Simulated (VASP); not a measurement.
Calculation: PBE GGA, VASP's PBE PAW potentials (set 64) (plane waves; VASP 6.6.1).

VASP input:

### POSCAR
```
Hg3ZnS4
1.0
  5.8475476852   0.0000000000   0.0000000000
  0.0000000000   5.8475476852   0.0000000000
  0.0000000000   0.0000000000   5.8475476852
Zn S Hg
1 4 3
Cart
  0.0000000000   0.0000000000   0.0000000000
  1.3714691462   1.3714691462   1.3714691462
  4.4760785390   4.4760785390   1.3714691462
  4.4760785390   1.3714691462   4.4760785390
  1.3714691462   4.4760785390   4.4760785390
  2.9237738426   2.9237738426   0.0000000000
  2.9237738426   0.0000000000   2.9237738426
  0.0000000000   2.9237738426   2.9237738426
```

### INCAR
```
SYSTEM=Hg3ZnS4
PREC=Accurate; ENCUT=400; LREAL=.FALSE.
LASPH=.TRUE.
EDIFF=1E-6; NELM=100; ALGO=Normal
LMAXMIX=6
ISMEAR=1; SIGMA=0.1
GGA=PE
IBRION=2; NSW=60; ISIF=3
EDIFFG=-0.02
LWAVE=.FALSE.; LCHARG=.FALSE.
```

File KPOINTS:
```
Automatic mesh
0
Gamma
5 5 5
0 0 0
```

POTCAR, in this order: Zn S Hg (PBE.64 set). Program: vasp_std.

Output

File OSZICAR:
```
       N       E                     dE             d eps       ncg     rms          rms(c)
DAV:   1     0.526266450174E+03    0.52627E+03   -0.29261E+04   860   0.134E+03
DAV:   2     0.261695862792E+02   -0.50010E+03   -0.48627E+03   925   0.354E+02
DAV:   3    -0.210516623686E+02   -0.47221E+02   -0.46724E+02  1003   0.111E+02
DAV:   4    -0.222412049305E+02   -0.11895E+01   -0.11849E+01   973   0.188E+01
DAV:   5    -0.222656920877E+02   -0.24487E-01   -0.24465E-01  1010   0.268E+00    0.177E+01
DAV:   6    -0.203595654522E+02    0.19061E+01   -0.43228E+00  1113   0.245E+01    0.137E+01
DAV:   7    -0.204488819673E+02   -0.89317E-01   -0.27645E+00  1114   0.979E+00    0.616E+00
DAV:   8    -0.204147504833E+02    0.34131E-01   -0.50476E-01  1137   0.825E+00    0.976E-01
DAV:   9    -0.204065401310E+02    0.82104E-02   -0.57851E-02  1111   0.322E+00    0.298E-01
DAV:  10    -0.204074419819E+02   -0.90185E-03   -0.10239E-02   970   0.778E-01    0.208E-01
DAV:  11    -0.204072944822E+02    0.14750E-03   -0.96146E-04   985   0.258E-01    0.140E-01
DAV:  12    -0.204073661782E+02   -0.71696E-04   -0.57377E-04  1134   0.217E-01    0.787E-02
DAV:  13    -0.204073695322E+02   -0.33540E-05   -0.11463E-04  1055   0.137E-01    0.318E-02
DAV:  14    -0.204073715584E+02   -0.20262E-05   -0.10813E-05   939   0.204E-02    0.211E-02
DAV:  15    -0.204073701526E+02    0.14057E-05   -0.44036E-06   844   0.240E-02    0.104E-02
DAV:  16    -0.204073705335E+02   -0.38085E-06   -0.31921E-06   653   0.905E-03
   1 F= -.20407371E+02 E0= -.20407575E+02  d E =-.204074E+02
       N       E                     dE             d eps       ncg     rms          rms(c)
DAV:   1    -0.204231124447E+02   -0.15742E-01   -0.31723E-01  1037   0.562E+00    0.952E-01
DAV:   2    -0.204097284679E+02    0.13384E-01   -0.43622E-02  1022   0.372E+00    0.321E-01
DAV:   3    -0.204080394384E+02    0.16890E-02   -0.80804E-03   939   0.105E+00    0.338E-01
DAV:   4    -0.204079656704E+02    0.73768E-04   -0.69493E-04   949   0.338E-01    0.192E-01
DAV:   5    -0.204078455374E+02    0.12013E-03   -0.16706E-04   945   0.133E-01    0.269E-02
DAV:   6    -0.204078279462E+02    0.17591E-04   -0.79885E-05  1020   0.126E-01    0.131E-02
DAV:   7    -0.204078279264E+02    0.19751E-07   -0.13943E-05   951   0.262E-02    0.568E-03
DAV:   8    -0.204078279326E+02   -0.61500E-08   -0.26862E-07   472   0.109E-02
   2 F= -.20407828E+02 E0= -.20408033E+02  d E =-.457399E-03
```

**OUTCAR**
```
------------------------ aborting loop because EDIFF is reached ----------------------------------------
  FORCE on cell =-STRESS in cart. coord.  units (eV):
  Direction    XX          YY          ZZ          XY          YZ          ZX
  --------------------------------------------------------------------------------------
  Total       -0.0989928     -0.0989928     -0.0989928      0.0000000     -0.0000000      0.0000000
  in kB       -0.7893363     -0.7893363     -0.7893363      0.0000000     -0.0000000      0.0000000
  external PRESSURE =      -0.7893363 kB  Pullay stress =       0.0000000 kB
  volume of cell :      200.93
      direct lattice vectors                 reciprocal lattice vectors
     5.857118054  0.000000000  0.000000000     0.170732430  0.000000000 -0.000000000
     0.000000000  5.857118054  0.000000000    -0.000000000  0.170732430  0.000000000
     0.000000000  0.000000000  5.857118054     0.000000000 -0.000000000  0.170732430
 POSITION                                       TOTAL-FORCE (eV/Angst)
 -----------------------------------------------------------------------------------
      0.00000      0.00000      0.00000         0.000000      0.000000     -0.000000
      1.37382      1.37382      1.37382         0.002214      0.002214      0.002214
      4.48330      4.48330      1.37382        -0.002214     -0.002214      0.002214
      4.48330      1.37382      4.48330        -0.002214      0.002214     -0.002214
      1.37382      4.48330      4.48330         0.002214     -0.002214     -0.002214
      2.92856      2.92856      0.00000         0.000000      0.000000     -0.000000
      2.92856      5.85712      2.92856         0.000000      0.000000     -0.000000
      5.85712      2.92856      2.92856         0.000000     -0.000000     -0.000000
 -----------------------------------------------------------------------------------
    total drift:                               -0.000000     -0.000000      0.000000
  FREE ENERGIE OF THE ION-ELECTRON SYSTEM (eV)
  ---------------------------------------------------
  free  energy   TOTEN  =       -20.4078279326 eV

  energy  without entropy=      -20.4084425953  energy(sigma->0) =      -20.40803282

 reached required accuracy - stopping structural energy minimisation
```
(Selected blocks of OUTCAR.)

**CONTCAR**
```
Hg3ZnS4
   1.00000000000000
     5.8571180535886747    0.0000000000000000    0.0000000000000000
     0.0000000000000000    5.8571180535886747    0.0000000000000000
     0.0000000000000000    0.0000000000000000    5.8571180535886747
  Zn              S               Hg
     1     4     3
Direct
     0.0000000000000000    0.0000000000000000    0.0000000000000000
     0.2345548068460374    0.2345548068460374    0.2345548068460374
     0.7654451931539625    0.7654451931539625    0.2345548068460374
     0.7654451931539625    0.2345548068460374    0.7654451931539625
     0.2345548068460374    0.7654451931539625    0.7654451931539625
     0.5000000000000000    0.5000000000000000    0.0000000000000000
     0.5000000000000000    1.0000000000000000    0.5000000000000000
     1.0000000000000000    0.5000000000000000    0.5000000000000000
```

The structure was generated: Hg3ZnS4 was put into an ordered model structure (P-43m), which need not be its known phase. This run relaxes it. Symmetry was kept, so distortions that lower it aren't found. The start is the result of an earlier pass.
